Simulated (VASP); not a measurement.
Computed with PBEsol GGA, VASP's PBE PAW potentials (set 64) (plane waves; VASP).

Input for VASP

File POSCAR:
```
HfScGe4
1
    3.7508000000     0.0000000000     0.0000000000
    0.0000000000     1.9057200000     7.5674500000
    0.0000000000    -1.9057200000     7.5674500000
Hf Sc Ge
1 1 4
Direct
 -0.0081370000   0.8951180000   0.8954730000
  0.5096110000   0.1018500000   0.1030170000
  0.0103720000   0.5723570000   0.5435980000
  0.4975850000   0.4305930000   0.4483220000
  0.0068630000   0.2607510000   0.2496140000
  0.4837060000   0.7393300000   0.7599760000
```

### INCAR
```
SIGMA  =  0.136   # width (eV)
LASPH  =  T
ENCUT  =  300   # plane-wave cut-off (eV)
LREAL  =  F
GGA  =  PS   # PBEsol
PREC  =  Accurate
LMAXMIX  =  6   # l cut-off of mixed one-centre charges
LCHARG  =  F
EDIFF  =  1E-6   # SCF stop (eV)
LWAVE  =  F
ISMEAR  =  -1
SYSTEM  =  HfScGe4
NELM  =  100
ALGO  =  Normal   # blocked Davidson
ISIF  =  2   # forces and stress, cell fixed
```

File KPOINTS:
```
kpoints
0
G
4 4 4
```

POTCAR, in this order: Hf_pv Sc_sv Ge_d (PBE.64 set). Program: vasp_std.

The run wrote:

### OUTCAR
```
 ion  position               nearest neighbor table
   1  0.992  0.895  0.895-   4 2.72   4 2.75   4 2.76   4 2.79   5 2.84   5 2.87   6 2.87   6 2.91
                             3 3.08   3 3.15   2 3.62
   2  0.510  0.102  0.103-   3 2.72   3 2.72   3 2.79   3 2.80   6 2.91   6 2.96   5 2.97   5 2.98
                             4 3.10   4 3.14   1 3.62
   3  0.010  0.572  0.544-   4 2.56   4 2.63   2 2.72   2 2.72   2 2.79   2 2.80   1 3.08   1 3.15
  LATTYP: Found a base centered orthorhombic cell.
 ALAT       =     3.8114400000
 B/A-ratio  =     3.9709138803
 C/A-ratio  =     0.9840900027
 Subroutine PRICEL returns:
 Original cell was already a primitive cell.
 Subroutine GETGRP returns: Found  1 space group operations
The static configuration has the point symmetry C_1 .
The dynamic configuration has the point symmetry C_1 .
 Subroutine INISYM returns: Found  1 space group operations
 Subroutine IBZKPT returns following result:
 Found     36 irreducible k-points:

 Following reciprocal coordinates:
            Coordinates               Weight
  0.000000  0.000000  0.000000      1.000000
  0.250000  0.000000  0.000000      2.000000
  0.500000  0.000000  0.000000      1.000000
  0.000000  0.250000  0.000000      2.000000
  0.000000  0.000000 -0.250000      2.000000
  0.250000  0.250000  0.000000      2.000000
  0.250000 -0.250000  0.000000      2.000000
 -0.250000  0.000000 -0.250000      2.000000
 -0.250000  0.000000  0.250000      2.000000
  0.500000  0.250000  0.000000      2.000000
  0.500000  0.000000 -0.250000      2.000000
  0.000000  0.500000  0.000000      1.000000
  0.000000  0.000000  0.500000      1.000000
  0.250000  0.500000  0.000000      2.000000
 -0.250000  0.000000  0.500000      2.000000
  0.500000  0.500000  0.000000      1.000000
  0.500000  0.000000  0.500000      1.000000
  0.000000  0.250000  0.250000      2.000000
  0.250000  0.250000  0.250000      2.000000
...
```

**OSZICAR**
```
       N       E                     dE             d eps       ncg     rms          rms(c)
DAV:   1     0.774246803882E+03    0.77425E+03   -0.26894E+04  3864   0.309E+03
DAV:   2     0.923945637503E+02   -0.68185E+03   -0.66642E+03  3312   0.802E+02
DAV:   3    -0.354659556155E+02   -0.12786E+03   -0.12441E+03  3880   0.223E+02
DAV:   4    -0.423714787487E+02   -0.69055E+01   -0.68026E+01  4296   0.614E+01
DAV:   5    -0.426246214948E+02   -0.25314E+00   -0.25169E+00  4588   0.127E+01    0.424E+01
DAV:   6    -0.406725197729E+02    0.19521E+01   -0.66667E+00  4906   0.201E+01    0.252E+01
DAV:   7    -0.406252142289E+02    0.47306E-01   -0.21569E+00  4360   0.106E+01    0.766E+00
DAV:   8    -0.405380713752E+02    0.87143E-01   -0.12418E+00  4344   0.935E+00    0.172E+00
DAV:   9    -0.405062016522E+02    0.31870E-01   -0.30465E-01  4536   0.627E+00    0.585E-01
DAV:  10    -0.405044252478E+02    0.17764E-02   -0.29807E-02  4474   0.270E+00    0.386E-01
DAV:  11    -0.405047991205E+02   -0.37387E-03   -0.84132E-03  4304   0.158E+00    0.134E-01
DAV:  12    -0.405047956925E+02    0.34280E-05   -0.18786E-03  4400   0.104E+00    0.465E-02
DAV:  13    -0.405048346160E+02   -0.38923E-04   -0.67166E-04  4522   0.325E-01    0.254E-02
DAV:  14    -0.405048433784E+02   -0.87625E-05   -0.12172E-04  4208   0.232E-01    0.685E-03
DAV:  15    -0.405048448291E+02   -0.14507E-05   -0.27902E-05  3978   0.119E-01    0.798E-03
DAV:  16    -0.405048468010E+02   -0.19718E-05   -0.18417E-05  4018   0.343E-02    0.326E-03
DAV:  17    -0.405048466704E+02    0.13058E-06   -0.11276E-06  2360   0.152E-02
   1 F= -.40504847E+02 E0= -.40446061E+02  d E =-.117572E+00
```

File OUTCAR:
```
------------------------ aborting loop because EDIFF is reached ----------------------------------------
  FORCE on cell =-STRESS in cart. coord.  units (eV):
  Direction    XX          YY          ZZ          XY          YZ          ZX
  --------------------------------------------------------------------------------------
  Total       -1.0092630     -0.8935929     -4.4591884      0.1852755      0.2795544     -0.1695258
  in kB      -14.9469433    -13.2338972    -66.0395113      2.7438851      4.1401343     -2.5106363
  external PRESSURE =     -31.4067839 kB  Pullay stress =       0.0000000 kB
  volume of cell :      108.18
      direct lattice vectors                 reciprocal lattice vectors
     3.750800000  0.000000000  0.000000000     0.266609790  0.000000000  0.000000000
     0.000000000  1.905720000  7.567450000     0.000000000  0.262368029  0.066072455
     0.000000000 -1.905720000  7.567450000     0.000000000 -0.262368029  0.066072455
 POSITION                                       TOTAL-FORCE (eV/Angst)
 -----------------------------------------------------------------------------------
      3.72028     -0.00068     13.55021         0.217179     -0.164246     -0.012700
      1.91145     -0.00222      1.55032        -0.083104      0.275279      0.239329
      0.03890      0.05481      8.44493        -0.218982     -0.384751     -0.061375
      1.86634     -0.03379      6.65115         0.018978      0.272409      0.132948
      0.02574      0.02122      3.86216        -0.277616     -0.225697     -0.340082
      1.81428     -0.03935     11.34592         0.343545      0.227006      0.041879
 -----------------------------------------------------------------------------------
    total drift:                                0.003817      0.000333     -0.000087
  FREE ENERGIE OF THE ION-ELECTRON SYSTEM (eV)
  ---------------------------------------------------
  free  energy   TOTEN  =       -40.5048466704 eV

  energy  without entropy=      -40.3872747162  energy(sigma->0) =      -40.44606069
```
(Selected blocks of OUTCAR.)

At this cut-off the stress carries a Pulay error, which pulls relaxed volumes low.

The structure comes from a computed database's HfScGe4 entry (Amm2); how it stands against other phases isn't given here. The cell was not relaxed at this level, atoms are displaced from their ideal sites. The k-mesh is coarse (spacing up to 0.42 per Å, 2π included), so the numbers may not be converged in it. The electron count is odd and the run is not spin-polarised, which forces a metal.
